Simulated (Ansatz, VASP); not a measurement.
# HfTeSe: VASP beside Ansatz

One calculation is typed for both programs; each brings its own data sets. How far apart do they land? The cell is taken from a series of runs on this material, whose earlier steps may have relaxed, scaled, displaced or heated it; both programs get it as it stands.

Program: Ansatz 0.2.0. Level of theory: plane waves, with VASP 6.6.1 beside it; PBEsol. Results are calculated unless marked as measured.

## Step 1: The structure

The cell holds 3 atoms: 1 Hf, 1 Se and 1 Te. Cell: a = 3.679 Å, b = 3.679 Å, c = 30.000 Å, α = 90.0°, β = 90.0°, γ = 120.0°. Vacuum lies along c.

## Step 2: VASP: zone-centre phonons, PBEsol

Second derivatives magnify differences that forces hide, and they need a tight electronic threshold.

Lines of VASP's logs that name or quote its potential files are left out, and so is its time.

File INCAR:

```
SYSTEM = HfTeSe
PREC = Accurate
ENCUT = 500
EDIFF = 1E-08
NELM = 120
ISMEAR = 1
SIGMA = 0.2
LREAL = .FALSE.
ALGO = Normal
GGA = PS
NBANDS = 17
LASPH = .TRUE.
LORBIT = 11
LWAVE = .FALSE.
LCHARG = .FALSE.
ISIF = 2
IBRION = 8
GGA_COMPAT = .FALSE.
NELMDL = -8
KPAR = 2
```

File POSCAR:

```
HfTeSe
1.0
    3.6789143278      0.0000000000      0.0000000000
   -1.8394571639      3.1860332662      0.0000000000
    0.0000000000      0.0000000000     30.0000000000
Hf Se Te
1 1 1
Direct
    0.0000000000      0.0000000000      0.3364231216
    0.3333333333      0.6666666667      0.3876985036
    0.6666666667      0.3333333333      0.2725450415
```

File KPOINTS:

```
Automatic mesh
0
Gamma
12 12 1
0 0 0
```

PAW data sets: Hf_pv, Se and Te (PBE family, release 64).

Started as:

```bash
mpirun -np 2 vasp_std
```

Numbers of over 12 decimals in the logs are rounded to 6 here.

Log:

```text
[banner, memory and clock lines left out]
running    2 mpi-ranks, on    1 nodes
 distrk:  each k-point on    1 cores,    2 groups
 distr:  one band on    1 cores,    1 groups

 POSCAR found type information on POSCAR HfSeTe
 POSCAR found :  3 types and       3 ions
|                                                                             |
|               ----> ADVICE to this user running VASP <----                  |
|                                                                             |
|     You enforced a specific xc type in the INCAR file but a different       |
|     [... a line on the potential file left out ...]
|     I HOPE YOU KNOW WHAT YOU ARE DOING!                                     |
|                                                                             |

 LDA part: xc-table for (Slater+PW92), standard interpolation
 POSCAR, INCAR and KPOINTS ok, starting setup
 FFT: planning ... GRIDC
 FFT: planning ... GRID_SOFT
 FFT: planning ... GRID
 WAVECAR not read
 entering main loop
       N       E                     dE             d eps       ncg     rms          rms(c)
DAV:   1     0.101965733190E+03    0.10197E+03   -0.88578E+03   798   0.882E+02
DAV:   2    -0.108865013684E+02   -0.11285E+03   -0.10978E+03   918   0.158E+02
DAV:   3    -0.217176430898E+02   -0.10831E+02   -0.10791E+02   912   0.494E+01
DAV:   4    -0.219178099264E+02   -0.20017E+00   -0.19988E+00  1059   0.782E+00
DAV:   5    -0.219195631850E+02   -0.17533E-02   -0.17529E-02   939   0.656E-01
DAV:   6    -0.219196177695E+02   -0.54584E-04   -0.54580E-04  1035   0.917E-02
DAV:   7    -0.219196184049E+02   -0.63538E-06   -0.63508E-06   939   0.969E-03
DAV:   8    -0.219196184231E+02   -0.18184E-07   -0.18333E-07  1051   0.135E-03    0.492E+01
DAV:   9    -0.211096020073E+02    0.81002E+00   -0.24649E+00   725   0.714E+00    0.337E+01
DAV:  10    -0.210456894398E+02    0.63913E-01   -0.18145E+00   846   0.680E+00    0.828E+00
DAV:  11    -0.209649095298E+02    0.80780E-01   -0.51748E-01   843   0.344E+00    0.153E+00
DAV:  12    -0.209631895967E+02    0.17199E-02   -0.33525E-02   797   0.929E-01    0.104E+00
DAV:  13    -0.209619854221E+02    0.12042E-02   -0.54474E-03   880   0.380E-01    0.145E-01
DAV:  14    -0.209619391977E+02    0.46224E-04   -0.42658E-04   915   0.107E-01    0.730E-02
[...]
DAV:  24    -0.209627869782E+02   -0.84100E-05   -0.25857E-07   811   0.118E-03    0.618E-04
DAV:  25    -0.209627905372E+02   -0.35589E-05   -0.67927E-08   853   0.594E-04    0.214E-04
DAV:  26    -0.209627926504E+02   -0.21133E-05   -0.39665E-08   764   0.448E-04    0.189E-04
DAV:  27    -0.209627929716E+02   -0.32118E-06   -0.52053E-10   776   0.119E-04    0.182E-04
DAV:  28    -0.209627932421E+02   -0.27049E-06   -0.17517E-09   649   0.128E-04    0.231E-05
DAV:  29    -0.209627932713E+02   -0.29188E-07    0.67939E-10   719   0.309E-05    0.123E-05
DAV:  30    -0.209627932978E+02   -0.26557E-07    0.65030E-10   604   0.295E-05    0.160E-05
DAV:  31    -0.209627933031E+02   -0.52553E-08    0.72406E-10   604   0.150E-05
   1 F= -.20962793E+02 E0= -.20963480E+02  d E =0.205971E-02
 Linear response reoptimize wavefunctions to high precision
DAV:   1    -0.209627933043E+02   -0.11992E-08    0.73830E-10   649   0.613E-06
DAV:   2    -0.209627933043E+02   -0.18190E-10    0.74090E-10   448   0.220E-06
 Linear response DOF=           6
 Linear response progress:
  Degree of freedom:   1/  6
       N       E                     dE             d eps       ncg     rms          rms(c)
RMM:   1    -0.213856433518E+00   -0.21386E+00    0.45156E+00  2721   0.130E+01
RMM:   2    -0.221141566329E+00   -0.72851E-02   -0.40044E-02  3848   0.126E+00    0.507E-01
RMM:   3    -0.220778669984E+00    0.36290E-03   -0.20324E-03  5449   0.210E-01    0.176E-01
RMM:   4    -0.220460138680E+00    0.31853E-03   -0.18583E-04  5460   0.676E-02    0.134E-01
RMM:   5    -0.220115341190E+00    0.34480E-03   -0.42033E-05  5284   0.406E-02    0.121E-02
RMM:   6    -0.220083939957E+00    0.31401E-04   -0.44101E-06  5926   0.115E-02    0.399E-03
RMM:   7    -0.220087864119E+00   -0.39242E-05   -0.17371E-06  5520   0.413E-03    0.463E-03
RMM:   8    -0.220086988558E+00    0.87556E-06    0.10074E-07  6074   0.133E-03    0.224E-03
RMM:   9    -0.220086933003E+00    0.55555E-07    0.15087E-07  6090   0.523E-04    0.226E-04
RMM:  10    -0.220086933070E+00   -0.67031E-10    0.19519E-07  6215   0.216E-04    0.354E-05
RMM:  11    -0.220086983210E+00   -0.50141E-07    0.10588E-07  6174   0.105E-04    0.529E-05
RMM:  12    -0.220086995075E+00   -0.11865E-07    0.82460E-08  5906   0.611E-05    0.206E-05
RMM:  13    -0.220086991804E+00    0.32712E-08    0.55849E-08  5831   0.382E-05    0.369E-05
 first order change of Fermi-energy  -0.53949E-03
 force on displaced ion       1 direction 1 :  -4.745   0.000   0.000
 Linear response progress:
  Degree of freedom:   2/  6
       N       E                     dE             d eps       ncg     rms          rms(c)
RMM:   1    -0.265668249780E+00   -0.26567E+00    0.49268E+00   696   0.134E+01
RMM:   2    -0.273498981257E+00   -0.78307E-02   -0.43412E-02  1000   0.128E+00    0.537E-01
RMM:   3    -0.272763478525E+00    0.73550E-03   -0.30413E-03  1378   0.260E-01    0.268E-01
RMM:   4    -0.272375084075E+00    0.38839E-03   -0.26910E-04  1457   0.859E-02    0.190E-01
[...]
first order change of Fermi-energy   0.12770E+01
 force on displaced ion       1 direction 3 :   0.000  -0.000 -16.694
 Linear response progress:
  Degree of freedom:   3/  6
       N       E                     dE             d eps       ncg     rms          rms(c)
RMM:   1    -0.782098107410E-01   -0.78210E-01    0.84024E-02  6223   0.141E+00
RMM:   2    -0.788614587988E-01   -0.65165E-03   -0.27581E-03  4568   0.252E-01    0.381E-01
RMM:   3    -0.790700034941E-01   -0.20854E-03   -0.38310E-04  4505   0.899E-02    0.243E-01
RMM:   4    -0.795554304066E-01   -0.48543E-03   -0.22776E-04  4333   0.732E-02    0.292E-02
RMM:   5    -0.794124263065E-01    0.14300E-03   -0.19661E-05  4416   0.218E-02    0.165E-02
RMM:   6    -0.793992072553E-01    0.13219E-04   -0.25920E-06  4853   0.740E-03    0.617E-03
RMM:   7    -0.794127047331E-01   -0.13497E-04   -0.74355E-07  4529   0.320E-03    0.236E-03
RMM:   8    -0.794096830606E-01    0.30217E-05   -0.90637E-08  4892   0.963E-04    0.178E-03
RMM:   9    -0.794097658476E-01   -0.82787E-07    0.21571E-08  4866   0.292E-04    0.885E-04
RMM:  10    -0.794089371275E-01    0.82872E-06    0.33833E-08  4342   0.259E-04    0.251E-04
RMM:  11    -0.794087488778E-01    0.18825E-06    0.72558E-10  4788   0.778E-05    0.173E-05
RMM:  12    -0.794087465522E-01    0.23256E-08   -0.23795E-10  5302   0.314E-05    0.229E-05
 first order change of Fermi-energy   0.22695E-03
 force on displaced ion       2 direction 1 :  -4.905   0.000   0.001
 Linear response progress:
  Degree of freedom:   4/  6
       N       E                     dE             d eps       ncg     rms          rms(c)
RMM:   1    -0.118994786536E+00   -0.11899E+00    0.96534E-02  1574   0.141E+00
RMM:   2    -0.118849062128E+00    0.14572E-03   -0.22491E-03  1166   0.220E-01    0.464E-01
RMM:   3    -0.118713086529E+00    0.13598E-03   -0.49144E-04  1167   0.968E-02    0.281E-01
RMM:   4    -0.118813567670E+00   -0.10048E-03   -0.12889E-04  1163   0.476E-02    0.251E-02
RMM:   5    -0.118792442565E+00    0.21125E-04   -0.83752E-06  1184   0.121E-02    0.135E-02
RMM:   6    -0.118770227685E+00    0.22215E-04   -0.12832E-06  1151   0.494E-03    0.710E-03
RMM:   7    -0.118760166287E+00    0.10061E-04   -0.45807E-07  1177   0.281E-03    0.120E-03
RMM:   8    -0.118767103595E+00   -0.69373E-05   -0.85934E-08  1114   0.124E-03    0.109E-03
RMM:   9    -0.118768279799E+00   -0.11762E-05   -0.19647E-08  1163   0.508E-04    0.259E-04
RMM:  10    -0.118767090784E+00    0.11890E-05   -0.52409E-09  1150   0.301E-04    0.203E-04
RMM:  11    -0.118767642583E+00   -0.55180E-06   -0.45932E-09  1177   0.166E-04    0.602E-05
RMM:  12    -0.118768007085E+00   -0.36450E-06   -0.33967E-09  1203   0.103E-04    0.368E-05
RMM:  13    -0.118768149092E+00   -0.14201E-06   -0.93946E-09  1255   0.149E-04    0.399E-05
RMM:  14    -0.118768180080E+00   -0.30989E-07   -0.67839E-09  1241   0.414E-05    0.186E-05
RMM:  15    -0.118768268207E+00   -0.88126E-07   -0.14670E-08  1267   0.443E-05    0.154E-05
RMM:  16    -0.118768276874E+00   -0.86674E-08    0.27927E-09  1244   0.326E-05    0.802E-06
 first order change of Fermi-energy  -0.92798E+00
 force on displaced ion       2 direction 3 :   0.000   0.000  -9.661
 Linear response progress:
  Degree of freedom:   5/  6
       N       E                     dE             d eps       ncg     rms          rms(c)
RMM:   1    -0.400212479595E-01   -0.40021E-01    0.29652E-02  6157   0.900E-01
RMM:   2    -0.408722743130E-01   -0.85103E-03   -0.15704E-03  4700   0.195E-01    0.238E-01
RMM:   3    -0.409602662839E-01   -0.87992E-04   -0.18744E-04  4484   0.671E-02    0.149E-01
RMM:   4    -0.411460014107E-01   -0.18574E-03   -0.67949E-05  4364   0.432E-02    0.966E-03
RMM:   5    -0.411207742910E-01    0.25227E-04   -0.42548E-06  4649   0.110E-02    0.594E-03
RMM:   6    -0.411066571738E-01    0.14117E-04   -0.74552E-07  4624   0.464E-03    0.203E-03
RMM:   7    -0.411082367488E-01   -0.15796E-05   -0.64230E-08  4744   0.141E-03    0.147E-03
RMM:   8    -0.411065858891E-01    0.16509E-05   -0.28687E-09  4655   0.538E-04    0.565E-04
RMM:   9    -0.411068793844E-01   -0.29350E-06    0.54181E-10  4873   0.190E-04    0.302E-04
RMM:  10    -0.411068904580E-01   -0.11074E-07    0.12990E-08  4893   0.754E-05    0.790E-05
RMM:  11    -0.411068758078E-01    0.14650E-07    0.17989E-08  4922   0.266E-05    0.298E-05
RMM:  12    -0.411068531357E-01    0.22672E-07    0.40814E-09  4712   0.128E-05    0.624E-06
RMM:  13    -0.411068530066E-01    0.12905E-09   -0.35925E-09  4885   0.667E-06    0.117E-06
 first order change of Fermi-energy   0.26704E-03
 force on displaced ion       3 direction 1 :  -2.730   0.000  -0.001
 Linear response progress:
  Degree of freedom:   6/  6
       N       E                     dE             d eps       ncg     rms          rms(c)
RMM:   1    -0.823200267072E-01   -0.82320E-01    0.62110E-02  1541   0.100E+00
RMM:   2    -0.826275567214E-01   -0.30753E-03   -0.25675E-03  1216   0.246E-01    0.545E-01
RMM:   3    -0.825280336821E-01    0.99523E-04   -0.34081E-04  1099   0.915E-02    0.305E-01
RMM:   4    -0.825624736706E-01   -0.34440E-04   -0.95547E-05  1088   0.446E-02    0.664E-02
RMM:   5    -0.825592119773E-01    0.32617E-05   -0.16820E-05  1100   0.193E-02    0.145E-02
RMM:   6    -0.825506035275E-01    0.86084E-05   -0.13389E-06  1167   0.626E-03    0.801E-03
RMM:   7    -0.825478166735E-01    0.27869E-05   -0.33311E-07  1218   0.263E-03    0.291E-03
RMM:   8    -0.825511418988E-01   -0.33252E-05   -0.54156E-08  1136   0.127E-03    0.244E-03
RMM:   9    -0.825521948341E-01   -0.10529E-05   -0.15854E-08  1212   0.462E-04    0.115E-03
RMM:  10    -0.825530512111E-01   -0.85638E-06    0.20916E-09  1161   0.324E-04    0.376E-04
RMM:  11    -0.825544283056E-01   -0.13771E-05   -0.59848E-09  1138   0.271E-04    0.210E-04
RMM:  12    -0.825550597777E-01   -0.63147E-06    0.16572E-09  1214   0.210E-04    0.200E-04
RMM:  13    -0.825559291224E-01   -0.86934E-06   -0.15731E-08  1239   0.263E-04    0.345E-05
RMM:  14    -0.825559893763E-01   -0.60254E-07    0.11043E-08  1260   0.793E-05    0.269E-05
RMM:  15    -0.825560319300E-01   -0.42554E-07    0.65601E-09  1267   0.554E-05    0.164E-05
RMM:  16    -0.825559961108E-01    0.35819E-07    0.16132E-09  1256   0.431E-05    0.309E-05
RMM:  17    -0.825559924005E-01    0.37102E-08    0.62265E-09  1220   0.245E-05    0.143E-05
 first order change of Fermi-energy  -0.35026E+00
 force on displaced ion       3 direction 3 :  -0.000   0.000  -9.718
 Linear response finished
```

From OUTCAR (step 2):

```text
ion  position               nearest neighbor table
   1  0.000  0.000  0.336-   2 2.62   2 2.62   2 2.62   3 2.86   3 2.86   3 2.86
   2  0.333  0.667  0.388-   1 2.62   1 2.62   1 2.62
   3  0.667  0.333  0.273-   1 2.86   1 2.86   1 2.86

  LATTYP: Found a hexagonal cell.
 ALAT       =     3.6789143278
 C/A-ratio  =     8.1545796740

 Subroutine GETGRP returns: Found  6 space group operations
 (whereof  6 operations were pure point group operations)

The static configuration has the point symmetry C_3v.

 Found     19 irreducible k-points:

   k-points           NKPTS =     19   k-points in BZ     NKDIM =     19   number of bands    NBANDS=     17

   dimension x,y,z NGX =    28 NGY =   28 NGZ =  224
   dimension x,y,z NGXF=    56 NGYF=   56 NGZF=  448

   ENCUT  =  500.0 eV  36.75 Ry    6.06 a.u.   6.71  6.71 54.70*2*pi/ulx,y,z

   NELECT =      22.0000    total number of electrons

 k-points in reciprocal lattice and weights: Automatic mesh
   0.00000000  0.00000000  0.00000000       0.007
   0.08333333  0.00000000  0.00000000       0.042
   0.16666667  0.00000000  0.00000000       0.042
   0.25000000  0.00000000  0.00000000       0.042
   0.33333333  0.00000000  0.00000000       0.042
   0.41666667  0.00000000  0.00000000       0.042
   0.50000000  0.00000000  0.00000000       0.021
   0.08333333  0.08333333  0.00000000       0.042
   0.16666667  0.08333333  0.00000000       0.083
[...]
0.33333333  0.25000000  0.00000000       0.083
   0.33333333  0.33333333  0.00000000       0.014

 average (electrostatic) potential at core
       1 -45.2806       2 -60.6705       3 -96.3570

  Total        1.4876957      1.4876957     -0.0500193      0.0000000     -0.0000000      0.0000000
  in kB        6.7784977      6.7784977     -0.2279069      0.0000000     -0.0000000      0.0000000
  external PRESSURE =       4.4430295 kB  Pullay stress =       0.0000000 kB

  energy-cutoff  :      500.00
  volume of cell :      351.63
      direct lattice vectors                 reciprocal lattice vectors
     3.678914328  0.000000000  0.000000000     0.271819322  0.156934959  0.000000000
    -1.839457164  3.186033266  0.000000000     0.000000000  0.313869918  0.000000000
     0.000000000  0.000000000 30.000000000     0.000000000  0.000000000  0.033333333

 POSITION                                       TOTAL-FORCE (eV/Angst)
 -----------------------------------------------------------------------------------
      0.00000      0.00000     10.09269         0.000000      0.000000      0.018874
     -0.00000      2.12402     11.63096         0.000000     -0.000000     -0.022925
      1.83946      1.06201      8.17635        -0.000000      0.000000      0.004051
 -----------------------------------------------------------------------------------
    total drift:                                0.000000      0.000000     -0.000299

 Eigenvectors and eigenvalues of the dynamical matrix
 ----------------------------------------------------

   1 f  =    6.744006 THz    42.373840 2PiTHz  224.955831 cm-1    27.890956 meV
             X         Y         Z           dx          dy          dz
      0.000000  0.000000 10.092694     0.000000   -0.000000   -0.676641
     -0.000000  2.124022 11.630955     0.000000   -0.000000    0.689737
      1.839457  1.062011  8.176351    -0.000000    0.000000    0.257722

   2 f  =    5.088616 THz    31.972714 2PiTHz  169.737943 cm-1    21.044813 meV
             X         Y         Z           dx          dy          dz
      0.000000  0.000000 10.092694     0.000000    0.000000    0.280376
     -0.000000  2.124022 11.630955     0.000000   -0.000000    0.565003
      1.839457  1.062011  8.176351    -0.000000   -0.000000   -0.775990

   3 f  =    4.415071 THz    27.740710 2PiTHz  147.270920 cm-1    18.259259 meV
             X         Y         Z           dx          dy          dz
      0.000000  0.000000 10.092694     0.456810   -0.000008    0.000000
     -0.000000  2.124022 11.630955    -0.876948    0.000016   -0.000000
      1.839457  1.062011  8.176351     0.149287   -0.000003   -0.000000

   4 f  =    4.415071 THz    27.740710 2PiTHz  147.270920 cm-1    18.259259 meV
             X         Y         Z           dx          dy          dz
      0.000000  0.000000 10.092694    -0.000008   -0.456810    0.000000
     -0.000000  2.124022 11.630955     0.000016    0.876948   -0.000000
      1.839457  1.062011  8.176351    -0.000003   -0.149287    0.000000

   5 f  =    2.723277 THz    17.110851 2PiTHz   90.838727 cm-1    11.262562 meV
             X         Y         Z           dx          dy          dz
      0.000000  0.000000 10.092694     0.572330   -0.000004    0.000000
     -0.000000  2.124022 11.630955     0.161261   -0.000001    0.000000
      1.839457  1.062011  8.176351    -0.804011    0.000005    0.000000

   6 f  =    2.723277 THz    17.110851 2PiTHz   90.838727 cm-1    11.262562 meV
             X         Y         Z           dx          dy          dz
      0.000000  0.000000 10.092694    -0.000004   -0.572330   -0.000000
     -0.000000  2.124022 11.630955    -0.000001   -0.161261   -0.000000
      1.839457  1.062011  8.176351     0.000005    0.804011   -0.000000

   7 f/i=    0.000233 THz     0.001461 2PiTHz    0.007759 cm-1     0.000962 meV
             X         Y         Z           dx          dy          dz
      0.000000  0.000000 10.092694    -0.000000   -0.000000    0.680843
     -0.000000  2.124022 11.630955    -0.000000   -0.000000    0.452807
      1.839457  1.062011  8.176351    -0.000000   -0.000000    0.575690

   8 f/i=    0.000815 THz     0.005121 2PiTHz    0.027187 cm-1     0.003371 meV
             X         Y         Z           dx          dy          dz
      0.000000  0.000000 10.092694    -0.674353    0.094928   -0.000000
     -0.000000  2.124022 11.630955    -0.448302    0.063107   -0.000000
      1.839457  1.062011  8.176351    -0.569950    0.080231   -0.000000

   9 f/i=    0.000815 THz     0.005121 2PiTHz    0.027187 cm-1     0.003371 meV
             X         Y         Z           dx          dy          dz
      0.000000  0.000000 10.092694    -0.094928   -0.674353   -0.000000
     -0.000000  2.124022 11.630955    -0.063107   -0.448302   -0.000000
      1.839457  1.062011  8.176351    -0.080231   -0.569950   -0.000000

 ELASTIC MODULI CONTR FROM IONIC RELAXATION (kBar)
 Direction    XX          YY          ZZ          XY          YZ          ZX
 --------------------------------------------------------------------------------
 XX         -85.7314    -41.1494   -136.6447      0.0000     53.5946     -0.0000
 YY         -41.1494    -85.7314   -136.6447      0.0000    -53.5946     -0.0000
 ZZ        -136.6447   -136.6447   -302.6112      0.0000      0.0000     -0.0000
 XY           0.0000      0.0000      0.0000    -22.2910      0.0000     50.1318
 YZ          53.5946    -53.5946      0.0000      0.0000   -137.7238     -0.0000
 ZX          -0.0000     -0.0000     -0.0000     50.1318     -0.0000   -117.3287
 --------------------------------------------------------------------------------
```

Harder data sets than Hf_pv exist (the GW ones), and pressures, volumes and forces can shift noticeably with them.

(Continued in part 2 of 2.)

[Lines on the potential files, build, host, timing and source positions are cut from VASP's logs without a mark.]

[Logs are printed without paths, hosts, clocks, repeated set-up lines and the standing remarks that a program may print on its own settings, such as how far it seeks lower states.]

[Hosts, paths, dates, database ids (printed as entryN), source tags and the programs' standing remarks are cut or masked in the printed files.]
